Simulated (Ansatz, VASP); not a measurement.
# Cross-check of Na3Y between VASP and Ansatz, part 3 of 3

One calculation is typed for both programs; each brings its own data sets. How far apart do they land? The cell is generated by rule, not measured, and may not be a known phase. The cell is taken from a series of runs on this material, whose earlier steps may have relaxed, scaled, displaced or heated it; both programs get it as it stands.

VASP 6.6.1 and Ansatz 0.2.0.

So far: The structure; Ansatz: zone-centre phonons, PBEsol; VASP: zone-centre phonons, PBEsol.

## (3) VASP: zone-centre phonons, PBEsol (continued)

Level of this step: PBEsol; plane waves and PAW (Na_pv, Y_sv); invented cell (VASP).

Numbers of over 12 decimals in the logs are rounded to 6 here.

Parts of OUTCAR (step 3):

```text
ion  position               nearest neighbor table
   1  0.000  0.500  0.247-
   2  0.000  0.500  0.753-
   3  0.500  0.000  0.500-
   4  0.500  0.000  0.000-

  LATTYP: Found a simple orthorhombic cell.
 ALAT       =     3.3884218203
 B/A-ratio  =     1.5699423013
 C/A-ratio  =     2.1851489115

 Subroutine GETGRP returns: Found  8 space group operations
 (whereof  8 operations were pure point group operations)

The static configuration has the point symmetry D_2h.

 Found    120 irreducible k-points:

   k-points           NKPTS =    120   k-points in BZ     NKDIM =    120   number of bands    NBANDS=     22

   dimension x,y,z NGX =    28 NGY =   40 NGZ =   54
   dimension x,y,z NGXF=    56 NGYF=   80 NGZF=  108

   ENCUT  =  500.0 eV  36.75 Ry    6.06 a.u.   6.18  9.70 13.50*2*pi/ulx,y,z

   NELECT =      32.0000    total number of electrons

 k-points in reciprocal lattice and weights: Automatic mesh
   0.00000000  0.00000000  0.00000000       0.002
   0.10000000  0.00000000  0.00000000       0.004
   0.20000000  0.00000000  0.00000000       0.004
   0.30000000  0.00000000  0.00000000       0.004
   0.40000000  0.00000000  0.00000000       0.004
   0.50000000  0.00000000  0.00000000       0.002
   0.00000000  0.12500000  0.00000000       0.004
   0.10000000  0.12500000  0.00000000       0.008
   0.20000000  0.12500000  0.00000000       0.008
[...]
0.50000000  0.50000000  0.50000000       0.002

 average (electrostatic) potential at core
       1 -48.7660       2 -48.7660       3 -49.0557       4 -40.2768

  Total       -0.0155152     -0.0104386     -0.0156797      0.0000000      0.0000000      0.0000000
  in kB       -0.1862566     -0.1253133     -0.1882305      0.0000000      0.0000000      0.0000000
  external PRESSURE =      -0.1666001 kB  Pullay stress =       0.0000000 kB

  energy-cutoff  :      500.00
  volume of cell :      133.46
      direct lattice vectors                 reciprocal lattice vectors
     3.388421820  0.000000000  0.000000000     0.295122642  0.000000000  0.000000000
     0.000000000  5.319626750  0.000000000     0.000000000  0.187983114  0.000000000
     0.000000000  0.000000000  7.404206252     0.000000000  0.000000000  0.135058366

 POSITION                                       TOTAL-FORCE (eV/Angst)
 -----------------------------------------------------------------------------------
      0.00000      2.65981      1.82857         0.000000      0.000000     -0.000508
      0.00000      2.65981      5.57563         0.000000      0.000000      0.000508
      1.69421      0.00000      3.70210         0.000000      0.000000      0.000000
      1.69421      0.00000      0.00000         0.000000      0.000000      0.000000
 -----------------------------------------------------------------------------------
    total drift:                                0.000000     -0.000000      0.000000

 Eigenvectors and eigenvalues of the dynamical matrix
 ----------------------------------------------------

   1 f  =    4.632776 THz    29.108589 2PiTHz  154.532770 cm-1    19.159613 meV
             X         Y         Z           dx          dy          dz
      0.000000  2.659813  1.828571     0.000000    0.582296   -0.000000
      0.000000  2.659813  5.575635     0.000000    0.582296   -0.000000
      1.694211  0.000000  3.702103    -0.000000   -0.419522   -0.000000
      1.694211  0.000000  0.000000    -0.000000   -0.381921    0.000000

   2 f  =    3.897224 THz    24.486982 2PiTHz  129.997405 cm-1    16.117617 meV
             X         Y         Z           dx          dy          dz
      0.000000  2.659813  1.828571    -0.000000    0.000000    0.707107
      0.000000  2.659813  5.575635     0.000000   -0.000000   -0.707107
      1.694211  0.000000  3.702103     0.000000   -0.000000   -0.000000
      1.694211  0.000000  0.000000    -0.000000    0.000000    0.000000

   3 f  =    3.802906 THz    23.894365 2PiTHz  126.851302 cm-1    15.727550 meV
             X         Y         Z           dx          dy          dz
      0.000000  2.659813  1.828571    -0.000000   -0.000000    0.216866
      0.000000  2.659813  5.575635    -0.000000   -0.000000    0.216866
      1.694211  0.000000  3.702103     0.000000    0.000000   -0.920619
      1.694211  0.000000  0.000000     0.000000   -0.000000    0.241660

   4 f  =    3.770845 THz    23.692921 2PiTHz  125.781866 cm-1    15.594957 meV
             X         Y         Z           dx          dy          dz
      0.000000  2.659813  1.828571     0.000000   -0.707107    0.000000
      0.000000  2.659813  5.575635    -0.000000    0.707107   -0.000000
      1.694211  0.000000  3.702103    -0.000000    0.000000    0.000000
      1.694211  0.000000  0.000000     0.000000   -0.000000   -0.000000

   5 f  =    3.200715 THz    20.110687 2PiTHz  106.764369 cm-1    13.237089 meV
             X         Y         Z           dx          dy          dz
      0.000000  2.659813  1.828571     0.000000    0.000000   -0.553836
      0.000000  2.659813  5.575635     0.000000    0.000000   -0.553836
      1.694211  0.000000  3.702103    -0.000000    0.000000   -0.099850
      1.694211  0.000000  0.000000    -0.000000   -0.000000    0.613645

   6 f  =    3.158165 THz    19.843337 2PiTHz  105.345049 cm-1    13.061116 meV
             X         Y         Z           dx          dy          dz
      0.000000  2.659813  1.828571     0.593024   -0.000000    0.000000
      0.000000  2.659813  5.575635     0.593024   -0.000000    0.000000
      1.694211  0.000000  3.702103    -0.292694   -0.000000    0.000000
      1.694211  0.000000  0.000000    -0.459320    0.000000   -0.000000

   7 f  =    3.000954 THz    18.855553 2PiTHz  100.101065 cm-1    12.410945 meV
             X         Y         Z           dx          dy          dz
      0.000000  2.659813  1.828571     0.000000    0.116202    0.000000
      0.000000  2.659813  5.575635     0.000000    0.116202   -0.000000
      1.694211  0.000000  3.702103    -0.000000    0.820720    0.000000
      1.694211  0.000000  0.000000    -0.000000   -0.547186   -0.000000

   8 f  =    2.401443 THz    15.088714 2PiTHz   80.103532 cm-1     9.931568 meV
             X         Y         Z           dx          dy          dz
      0.000000  2.659813  1.828571     0.707107    0.000000   -0.000000
      0.000000  2.659813  5.575635    -0.707107   -0.000000   -0.000000
      1.694211  0.000000  3.702103     0.000000    0.000000    0.000000
      1.694211  0.000000  0.000000    -0.000000   -0.000000   -0.000000

   9 f  =    0.892327 THz     5.606659 2PiTHz   29.764840 cm-1     3.690368 meV
             X         Y         Z           dx          dy          dz
      0.000000  2.659813  1.828571     0.036143    0.000000   -0.000000
      0.000000  2.659813  5.575635     0.036143    0.000000    0.000000
      1.694211  0.000000  3.702103     0.881903    0.000000   -0.000000
      1.694211  0.000000  0.000000    -0.468651    0.000000   -0.000000

  10 f/i=    0.016295 THz     0.102382 2PiTHz    0.543530 cm-1     0.067389 meV
             X         Y         Z           dx          dy          dz
      0.000000  2.659813  1.828571    -0.383426    0.000000   -0.000000
      0.000000  2.659813  5.575635    -0.383426    0.000000   -0.000000
      1.694211  0.000000  3.702103    -0.369563    0.000000   -0.000000
      1.694211  0.000000  0.000000    -0.754580    0.000000   -0.000000

  11 f/i=    0.016948 THz     0.106487 2PiTHz    0.565321 cm-1     0.070091 meV
             X         Y         Z           dx          dy          dz
      0.000000  2.659813  1.828571    -0.000000    0.000000    0.382406
      0.000000  2.659813  5.575635    -0.000000    0.000000    0.382406
      1.694211  0.000000  3.702103    -0.000000    0.000000    0.377480
      1.694211  0.000000  0.000000    -0.000000    0.000000    0.751692

  12 f/i=    0.028301 THz     0.177819 2PiTHz    0.944011 cm-1     0.117042 meV
             X         Y         Z           dx          dy          dz
      0.000000  2.659813  1.828571     0.000000    0.383964   -0.000000
      0.000000  2.659813  5.575635     0.000000    0.383964   -0.000000
      1.694211  0.000000  3.702103     0.000000    0.387840   -0.000000
      1.694211  0.000000  0.000000     0.000000    0.744798   -0.000000

 ELASTIC MODULI CONTR FROM IONIC RELAXATION (kBar)
 Direction    XX          YY          ZZ          XY          YZ          ZX
 --------------------------------------------------------------------------------
 XX          -0.6712     -4.1762     -2.3220      0.0000      0.0000      0.0000
 YY          -4.1762    -25.9855    -14.4479      0.0000      0.0000      0.0000
 ZZ          -2.3220    -14.4479     -8.0330      0.0000      0.0000      0.0000
 XY           0.0000      0.0000      0.0000      0.0000      0.0000      0.0000
 YZ           0.0000      0.0000      0.0000      0.0000    -17.2430      0.0000
 ZX           0.0000      0.0000      0.0000      0.0000      0.0000    -13.9767
 --------------------------------------------------------------------------------
```

## (4) Comparison

Known differences besides the potentials themselves: the data sets hold 38 valence electrons in Ansatz (on its default PAW (the set named soft_2) files) and 32 in VASP; the cutoff is 420 eV in Ansatz and 500 eV in VASP; Ansatz makes its cores anew for this functional, VASP keeps those of its PBE data sets. Total energies have different zeros and are not compared.

Compared:

| quantity | Ansatz | VASP | difference |
| --- | --- | --- | --- |
| optical mode 1 (cm⁻¹) | 24.2 | 29.8 | -5.5 |
| optical mode 2 (cm⁻¹) | 79.2 | 80.1 | -1.13 % |
| optical mode 3 (cm⁻¹) | 102.8 | 100.1 | +2.65 % |
| optical mode 4 (cm⁻¹) | 104.5 | 105.3 | -0.78 % |
| optical mode 5 (cm⁻¹) | 107.6 | 106.8 | +0.78 % |
| optical mode 6 (cm⁻¹) | 125.7 | 125.8 | -0.04 % |
| optical mode 7 (cm⁻¹) | 129.8 | 126.9 | +2.32 % |
| optical mode 8 (cm⁻¹) | 130.3 | 130.0 | +0.21 % |
| optical mode 9 (cm⁻¹) | 156.9 | 154.5 | +1.53 % |

Modes are paired by rising frequency, not by their patterns, so a pair may set unlike modes beside each other; they are those without the splitting of longitudinal modes.

## (5) What came out

| Quantity | Value |
| --- | --- |
| r.m.s. difference of the optical zone-centre modes, each program's sorted by frequency (zone-centre phonons, PBEsol) | 2.4 cm⁻¹ |
| difference in optical mode 3 (zone-centre phonons, PBEsol) | +2.6 % |

In words: The r.m.s. difference of the optical zone-centre modes, each program's sorted by frequency is 2.4 cm⁻¹ (zone-centre phonons, PBEsol). The data sets hold unlike numbers of valence electrons (38 in Ansatz and 32 in VASP), so part of the differences comes from the potentials. Among the rows given in per cent, the largest difference of the zone-centre phonons, PBEsol pair is in optical mode 3, +2.6 %. Such differences can come from data sets, numerical settings and the points named under the comparisons, not from the functional's error against experiment.

[Lines on the potential files, build, host, timing and source positions are cut from VASP's logs without a mark.]

[Logs are printed without paths, hosts, clocks, repeated set-up lines and the standing remarks that a program may print on its own settings, such as how far it seeks lower states.]

[Hosts, paths, dates, database ids (printed as entryN), source tags and the programs' standing remarks are cut or masked in the printed files.]
